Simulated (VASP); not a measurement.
Consider the following.

```
MgO
1.0
    0.00000     2.11084     2.11084
    2.11084     0.00000     2.11084
    2.11084     2.11084     0.00000
Mg O
1 1
Direct
  0.00000   0.00000   0.00000
  0.50000   0.50000   0.50000
```

These are HSE06 screened hybrid, VASP's PBE PAW potentials (set 64) (plane waves; VASP) values and carry that method's errors. Settings: 400 eV cut-off, 9×9×9 Γ-centred mesh, Gaussian smearing of 0.010 eV, potentials Mg O.

At this cut-off the stress carries a Pulay error, which pulls relaxed volumes low.

Q: Estimate the energy per atom (σ→0), pressure, band gap (on the k-mesh) with the smallest direct gap where there is one.

A: 
| Property | Value |
|---|---|
| band gap (on the k-mesh) | 6.40 eV |
| smallest direct gap (on the k-mesh) | 6.40 eV |
| energy per atom (σ→0) | -7129 meV/atom |
| pressure | -7.37 GPa |

Only differences to runs with the same potentials and settings are physical.

The structure comes from a computed database's MgO entry; how it stands against other phases isn't given here. The cell was not relaxed at this level.
